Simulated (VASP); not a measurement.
VASP input:

File KPOINTS:
```
K-points
0
Gamma
  8 8 8
```

INCAR:
```
! general
SYSTEM  = SrVO3
PREC    = Accurate
ENCUT   = 620   ! plane-wave cut-off (eV)
LREAL   = .FALSE.
LASPH   = .TRUE.

! electronic loop
EDIFF   = 1E-6   ! SCF stop (eV)
NELM    = 100   ! most electronic steps
ALGO    = Normal
LMAXMIX = 4

! smearing
ISMEAR  = 1
SIGMA   = 0.1

! functional
GGA     = PS   ! PBEsol

! ions
IBRION  = 2   ! conjugate gradients
NSW     = 40   ! most ionic steps
ISIF    = 3
EDIFFG  = -0.02
PSTRESS = 300

! output
LWAVE   = .FALSE.
LCHARG  = .FALSE.
```

**POSCAR**
```
SrVO3
1
    3.7103905654     0.0000000000     0.0000000000
    0.0000000000     3.7103905654     0.0000000000
    0.0000000000     0.0000000000     3.7103905654
Sr V O
1 1 3
Direct
  0.0000000000   0.0000000000   0.0000000000
  0.5000000000   0.5000000000   0.5000000000
  0.5000000000   0.0000000000   0.5000000000
  0.0000000000   0.5000000000   0.5000000000
  0.5000000000   0.5000000000   0.0000000000
```

POTCAR, in this order: Sr_sv V_sv O (PBE.64 set). Program: vasp_std.

**Question.** Translate this PBEsol calculation to Ansatz.

**Answer.** One equivalent input (not run):
Ansatz 0.2 input:
```yaml
crystal:
  lattice:
    - [3.7103906, 0.0000000, 0.0000000]
    - [0.0000000, 3.7103906, 0.0000000]
    - [0.0000000, 0.0000000, 3.7103906]
  atoms:
    - { symbol: Sr, position: [0.0000000, 0.0000000, 0.0000000] }
    - { symbol: V, position: [0.5000000, 0.5000000, 0.5000000] }
    - { symbol: O, position: [0.5000000, 0.0000000, 0.5000000] }
    - { symbol: O, position: [0.0000000, 0.5000000, 0.5000000] }
    - { symbol: O, position: [0.5000000, 0.5000000, 0.0000000] }
kpoints:
  mp_grid: { grid: [8, 8, 8] }
hamiltonian:
  xc: pbesol
  pseudopotentials: { kind: paw }
scf:
  occupations: { method: methfessel_paxton, width: 0.1 }
  max_iter: 100
relax:
  max_steps: 40
  f_tol: 0.02
  cell: { p_target: 30 }
output: { forces: true, stress: true, eigenvalues: true }
```
What does not carry over: each code has its own PAW files, so the cut-off isn't converted (ENCUT is set for VASP's; basis.ecutwfc is left out, and Ansatz then takes the one that its files recommend); Ansatz stops its SCF on the density residual and VASP on the energy change (EDIFF).

The compound is SrVO3 in the cubic perovskite structure. This run relaxes it under an external pressure of 30 GPa. Symmetry was kept, so distortions that lower it aren't found.
